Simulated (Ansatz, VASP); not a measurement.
# P in two plane-wave programs

Wanted: the spread between two codes on one cell, functional and k mesh. The structure shown comes from an earlier Ansatz run, which isn't shown and may have moved the atoms alone.

Main program and level: Ansatz 0.2.0; plane waves, with VASP 6.6.1 beside it; elastic constants at LDA.

## (1) Set-up

Symmetry: Cmce, No. 64, orthorhombic system. The conventional cell has a = 3.306 Å, b = 10.152 Å, c = 4.129 Å, α = 90.00°, β = 90.00°, γ = 90.00°. P has 3 P at 2.22 to 2.24 Å nearest.

## (2) Ansatz: elastic constants, LDA

Ansatz runs on its PAW soft_1 files.

Elastic constants are differences of stresses under small strains, so they test the stress and the mesh.

input.yaml

```yaml
crystal:
  lattice:
    - [1.6531005203, -5.0760097792, 0.0]
    - [1.6531005203, 5.0760097792, 0.0]
    - [0.0, 0.0, 4.1294227922]
  atoms:
    - { symbol: P, position: [0.8934747821, 0.1065252179, 0.0712178189] }
    - { symbol: P, position: [0.6065252179, 0.3934747821, 0.5712178189] }
    - { symbol: P, position: [0.1065252179, 0.8934747821, 0.9287821811] }
    - { symbol: P, position: [0.3934747821, 0.6065252179, 0.4287821811] }
kpoints:
  mp_grid: { grid: [8, 8, 6] }
hamiltonian:
  xc: lda
  pseudopotentials: { kind: paw, azcp: { folder: soft_1 }, xc_functional: pbe }
scf:
  occupations: { method: gaussian, width: 0.1 }
output:
  forces: true
  stress: true
  eigenvalues: true
basis:
  ecutwfc: 260.0
elastic:
  mode: relaxed_ion
  amplitude: 0.01
  stencil: two_point
```

On the command line:

```sh
> ansatz run input.yaml --threads 4 --pin off --max-ram 8192MiB --backend cpu --events-out ev --progress --plain --runs-dir out
```

Numbers of over 12 decimals in the logs are rounded to 6 here.

Log:

```text
Warning: basis.ecutwfc = 260 eV is below the records' recommended 420 eV, and the density's cutoff is lower with it unless basis.ecutrho_ratio is high enough to keep the records' density cutoff: compare with a run at a higher cutoff
Engine: ansatz 0.2.0, x86_64-unknown-linux-gnu
Pseudopotentials: kind: paw
Pseudopotential: P, paw, valence charge 5, recommended cutoff 420 eV (normal), soft_1/P.paw.azcp
Functional definition: SPW92
  exchange = slater_x
  correlation = pw_c
Crystal: 4 atoms, lattice volume = 69.301 Å³
Basis set: ecut = 260 eV, 647 PW (Γ)
Bands: 14, of which v1, the nominal top of the filled ones, is band 10 counted from 1 (9 counted from 0)
Symmetry: 8 space group operations
Space group: Cmce (ITA 64), of the structure as read, at distance tolerance 4.1e-5 Å
k-points: 84 of 384
Non-local potential: P, projectors of the file, l = 0: 2, l = 1: 2, l = 2: 1
PAW form: soft (Blöchl's): semilocal exchange-correlation on the pseudo side does not see the compensation charge
PAW frozen core: P, regenerated for the run's functional, and the local potential with it (the file was generated under x = pbe(κ = 0.804, μ = 0.219515), c = pbe(β = 0.066725))
PAW one-centre angular grid: P, 110 points (default); XC on 64 Gauss nodes
Initial density: superposition of atomic densities (chi_scale 0.1, normalization cell)
Initial wavefunctions: pseudopotential atomic-orbital guess
Functional: x = slater, c = lda
SCF iter   1: F=—  HF=-2903.688266 eV  |F-HF|=—  |Δ(HF+E_count)|=         —  Δρ=3.98e-2  dr2=7.14e-1  ethr=3.10e-3  ⟨swp⟩=7.1  Hψ=8698  notcnv=0
preconditioner: auto → Kerker (q_TF=auto, 2.218 Å⁻¹)  [metal: Δε(μ)=0.039 eV  Ē_g=9.124 eV  σ=0.100 eV  W_gap=0.22  n_scr=12 (ndim 8)  ℏωp=19.9 eV  f_vac=0.000  D(μ)=0.36/eV (n_scr^D=0)]
SCF iter   2: F=—  HF=-2903.530646 eV  |F-HF|=—  |Δ(HF+E_count)|=   1.58e-1  Δρ=2.34e-2  dr2=2.63e-1  ethr=3.10e-3  ⟨swp⟩=1.0  Hψ=1853  notcnv=0
SCF iter   3: F=—  HF=-2903.448274 eV  |F-HF|=—  |Δ(HF+E_count)|=   8.24e-2  Δρ=1.82e-3  dr2=1.28e-3  ethr=1.31e-3  ⟨swp⟩=3.0  Hψ=2343  notcnv=0
SCF iter   4: F=—  HF=-2903.448248 eV  |F-HF|=—  |Δ(HF+E_count)|=   2.55e-5  Δρ=4.38e-4  dr2=1.52e-4  ethr=6.41e-6  ⟨swp⟩=2.2  Hψ=1718  notcnv=0
SCF iter   5: F=—  HF=-2903.448252 eV  |F-HF|=—  |Δ(HF+E_count)|=   3.97e-6  Δρ=7.65e-5  dr2=4.48e-6  ethr=7.61e-7  ⟨swp⟩=2.2  Hψ=2028  notcnv=0
SCF iter   6: F=—  HF=-2903.448251 eV  |F-HF|=—  |Δ(HF+E_count)|=   1.07e-6  Δρ=1.48e-5  dr2=1.71e-7  ethr=2.24e-8  ⟨swp⟩=2.7  Hψ=1949  notcnv=0
SCF iter   7: F=—  HF=-2903.448252 eV  |F-HF|=—  |Δ(HF+E_count)|=   5.34e-7  Δρ=2.55e-6  dr2=8.64e-9  ethr=8.53e-10  ⟨swp⟩=2.5  Hψ=2069  notcnv=0
SCF iter   8: F=—  HF=-2903.448252 eV  |F-HF|=—  |Δ(HF+E_count)|=   1.12e-9  Δρ=4.37e-7  dr2=4.39e-10  ethr=4.32e-11  ⟨swp⟩=2.3  Hψ=1735  notcnv=0
SCF iter   9: F=—  HF=-2903.448252 eV  |F-HF|=—  |Δ(HF+E_count)|=  7.59e-11  Δρ=1.02e-7  dr2=1.23e-11  ethr=2.20e-12  ⟨swp⟩=2.4  Hψ=1881  notcnv=0
SCF iter  10: F=—  HF=-2903.448252 eV  |F-HF|=—  |Δ(HF+E_count)|=  2.73e-12  Δρ=1.76e-8  dr2=3.86e-13  ethr=6.13e-14 (applied; sched 1.00e-12)  ⟨swp⟩=2.4  Hψ=1948  notcnv=0
SCF iter  11: F=-2903.448252 eV  HF=-2903.448252 eV  |F-HF|=0.00e0  |Δ(HF+E_count)|=  3.18e-12  Δρ=4.34e-9  dr2=9.86e-15  ethr=1.00e-12  ⟨swp⟩=6.2  Hψ=5868  notcnv=0
SCF 1 converged in 11 iterations: F = -2903.448252 eV  dr2 = 9.86e-15
  greatest PAW one-centre occupation: 0.820 electrons in one spin orbital (limit 2), on the P atom at site 3 (counted from 0), in its partial waves of l = 0
relax step   1: F+E_penalty+E_count = -2903.44825157 eV  Δ(F+E_penalty+E_count) = +0.000e0 eV  max|allowed force component| = 6.076e-4 eV/Å  Δτ_max = 0.0000 Å  (11 SCF iters, accepted)
[...]
relax step   2: F+E_penalty+E_count = -2903.44818343 eV  Δ(F+E_penalty+E_count) = -9.002e-4 eV  max|allowed force component| = 8.227e-4 eV/Å  Δτ_max = 0.0112 Å  (8 SCF iters, accepted)
[...]
relax step   3: F+E_penalty+E_count = -2903.44818352 eV  Δ(F+E_penalty+E_count) = -9.217e-8 eV  max|allowed force component| = 7.242e-6 eV/Å  Δτ_max = 0.0001 Å  (6 SCF iters, accepted)
iter 1 solved again at ethr=1.00e-12 eV; its pass at ethr=3.10e-3 eV (dr2=8.38e-15 eV) is discarded
SCF iter   1: F=—  HF=-2903.448184 eV  |F-HF|=—  |Δ(HF+E_count)|=         —  Δρ=2.40e-9  dr2=8.13e-15  ethr=1.00e-12  ⟨swp⟩=3.2  Hψ=14275  notcnv=0
SCF iter   2: F=-2903.448184 eV  HF=-2903.448184 eV  |F-HF|=4.55e-13  |Δ(HF+E_count)|=  4.55e-13  Δρ=1.65e-9  dr2=4.24e-15  ethr=1.00e-12  ⟨swp⟩=5.2  Hψ=7275  notcnv=0
SCF 66 converged in 2 iterations: F = -2903.448184 eV  dr2 = 4.24e-15
SCF converged after 10 iterations
Free energy (F): -2903.448252 eV
Harris-Foulkes:  -2903.448252 eV  (|F-HF|=0.00e0)
Internal energy: -2903.446581 eV  (E = F + TS)
E sigma→0 (E₀):  -2903.447416 eV
Entropy (-TS):   -0.001670 eV (-0.418 meV/atom)
Fermi energy:    8.521210 eV
--- Per-component energies (eV) ---
  E_band       = 34.917636
  E_kinetic    = 275.640418
  E_local      = -209.885365  (includes V_loc(G=0)·N_el)
  E_nonlocal   = 135.265431
  E_hartree    = 56.493555
  E_xc         = -289.266267
  E_vxc        = -245.837443  (∫ρ·V_xc dr)
  E_paw        = -2117.009101  (= ΣΔE_a)
  E_vpaw       = -33.252515  (= ΣTr[D̂ρ^β])
  E_aug_tail   = 0.000000  (compensation charges beyond the density's cutoff)
  E_ewald      = -755.154659
  E_core_change = 0.469406  (= ΣΔE_core)
  E_smearing   = -0.001670  (= −TS)
  E_closure    = 0.000000  (closes the sum)
  Σ components = -2903.448252   (vs F -2903.448252, Δ=0.00e0)
--- Forces (eV/Å), atoms counted from 1 ---
  atom   1  P      0.00000000    -0.00000284     0.00000184
  atom   2  P      0.00000000     0.00000284     0.00000184
  atom   3  P     -0.00000000     0.00000284    -0.00000184
  atom   4  P     -0.00000000    -0.00000284    -0.00000184
  max |Σ_I F_I| component: 0.00e0 eV/Å
--- Stress (GPa, compression-positive) ---
       -0.013219      -0.000000       0.000000
       -0.000000      -0.004883      -0.000000
        0.000000      -0.000000       0.030678
  P = ⅓ Tr σ = 0.0042 GPa (0.042 kbar)
--- Band table (eV; the first three rows and the last of 84) ---
  k-point 0: bands = [... 6 lower, 4.4709, 5.6253, 5.8579, 7.1810, 9.5469, 9.7415, 10.3983, 12.0462]
  k-point 1: bands = [... 6 lower, 4.5677, 5.8683, 6.2659, 7.0555, 9.7160, 10.2639, 10.8067, 11.4134]
  k-point 2: bands = [... 6 lower, 4.9562, 5.7893, 6.1916, 8.4303, 9.6651, 10.2212, 10.6699, 11.5945]
  k-point 83: bands = [... 6 lower, 6.1252, 6.1252, 7.3517, 7.3517, 9.8143, 9.8143, 11.3105, 11.3105]
--- Elastic constants: 6 strain directions × 2 members + reference (group order 8) ---
  dense FFT box of the reference and of every strained cell: 30×30×24
  strains applied: 11, 22, 33, 23, 13, 12; error gains: componentwise 1.00 (the most a stress slope's error grows in a printed constant), spectral 1.00 (1 for all six strains in a standard setting)
  reference relaxed by the batch: 3 steps; max|allowed force component| 6.08e-4 eV/Å at the deck's positions, 2.84e-6 at the last accepted step, 2.84e-6 by the solve of record
  largest displacement 3.3e-5 Å; the constants are those of the deck's cell at these positions:
  atoms:
    - { symbol: P, position: [0.893473, 0.106527, 0.071224] }
    - { symbol: P, position: [0.606527, 0.393473, 0.571224] }
    - { symbol: P, position: [0.106527, 0.893473, 0.928776] }
    - { symbol: P, position: [0.393473, 0.606527, 0.428776] }
  C = ∂σ_k/∂η_j (tension-positive GPa; Voigt order 11 22 33 23 13 12):
       190.777     13.497     43.772      0.000      0.000     -0.000
        13.551     71.722      5.216      0.000      0.000     -0.000
        42.169      6.817     32.209      0.000     -0.000     -0.000
        -0.000      0.000      0.000     12.991     -0.000     -0.000
        -0.000     -0.000      0.000     -0.000     86.503      0.000
        -0.000      0.000     -0.000      0.000      0.000     18.547
  reference stress σ⁰ (GPa):      0.013      0.005     -0.031      0.000     -0.000      0.000
  C* (energy form; C + prestress term) asymmetry max|C*_kj − C*_jk| = 1.647e0 GPa — a small one proves nothing (zero by symmetry where the batch's group is 432, −43m or m−3m); a large one is finite-difference/SCF noise where every solve meets its electron count
  moduli (Voigt/Reuss/Hill, GPa): K = 46.64/24.04/35.34   G = 39.09/20.21/29.65   E = 69.51   ν = 0.172
  mechanically stable: yes (min eigenvalue of sym C = 12.99 GPa)
  strain η (Voigt 11):  stress-route row diagonal C_11 = 190.78 GPa, energy-path curvature d²(F+E_count+ΔE)/dδ²/Ω₀ = 193.37 GPa
         δ    σ_11 (GPa)             F (eV)   n_scf  n_hpsi   n_pw
    -1.000e-2      -1.9435       -2903.4443305       2   14357    670   relax 4 steps, max|allowed force component| 1.08e-6 eV/Å
     1.000e-2       1.8720       -2903.4434336       2   14405    682   relax 3 steps, max|allowed force component| 1.41e-5 eV/Å
  strain η (Voigt 22):  stress-route row diagonal C_22 = 71.72 GPa, energy-path curvature d²(F+E_count+ΔE)/dδ²/Ω₀ = 70.37 GPa
         δ    σ_22 (GPa)             F (eV)   n_scf  n_hpsi   n_pw
    -1.000e-2      -0.7471       -2903.4473657       6   18576    668   relax 4 steps, max|allowed force component| 4.12e-6 eV/Å
     1.000e-2       0.6874       -2903.4477662       6   18685    682   relax 5 steps, max|allowed force component| 8.18e-6 eV/Å
  strain η (Voigt 33):  stress-route row diagonal C_33 = 32.21 GPa, energy-path curvature d²(F+E_count+ΔE)/dδ²/Ω₀ = 41.18 GPa
         δ    σ_33 (GPa)             F (eV)   n_scf  n_hpsi   n_pw
    -1.000e-2      -0.2691       -2903.4491475       2   14400    670   relax 4 steps, max|allowed force component| 3.33e-6 eV/Å
     1.000e-2       0.3751       -2903.4478165       6   18559    682   relax 4 steps, max|allowed force component| 1.97e-6 eV/Å
  strain η (Voigt 23):  stress-route row diagonal C_44 = 12.99 GPa, energy-path curvature d²(F+E_count+ΔE)/dδ²/Ω₀ = 13.12 GPa
         δ    σ_23 (GPa)             F (eV)   n_scf  n_hpsi   n_pw
    -1.000e-2      -0.1299       -2903.4489883       6   25351    676   relax 6 steps, max|allowed force component| 1.32e-5 eV/Å
     1.000e-2       0.1299       -2903.4489883       6   25372    676   relax 5 steps, max|allowed force component| 4.39e-5 eV/Å
  strain η (Voigt 13):  stress-route row diagonal C_55 = 86.50 GPa, energy-path curvature d²(F+E_count+ΔE)/dδ²/Ω₀ = 87.79 GPa
         δ    σ_13 (GPa)             F (eV)   n_scf  n_hpsi   n_pw
    -1.000e-2      -0.8650       -2903.4475646       6   25356    682   relax 4 steps, max|allowed force component| 4.08e-5 eV/Å
     1.000e-2       0.8650       -2903.4475646       6   25361    682   relax 4 steps, max|allowed force component| 3.35e-6 eV/Å
  strain η (Voigt 12):  stress-route row diagonal C_66 = 18.55 GPa, energy-path curvature d²(F+E_count+ΔE)/dδ²/Ω₀ = 17.56 GPa
         δ    σ_12 (GPa)             F (eV)   n_scf  n_hpsi   n_pw
    -1.000e-2      -0.1855       -2903.4481835       2   23488    678   relax 4 steps, max|allowed force component| 6.46e-6 eV/Å
     1.000e-2       0.1855       -2903.4481835       2   23460    678   relax 3 steps, max|allowed force component| 7.24e-6 eV/Å
```

[end of part 1 of 2]

[Lines on the potential files, build, host, timing and source positions are cut from VASP's logs without a mark.]

[Logs are printed without paths, hosts, clocks, repeated set-up lines and the standing remarks that a program may print on its own settings, such as how far it seeks lower states.]

[Hosts, paths, dates, database ids (printed as entryN), source tags and the programs' standing remarks are cut or masked in the printed files.]
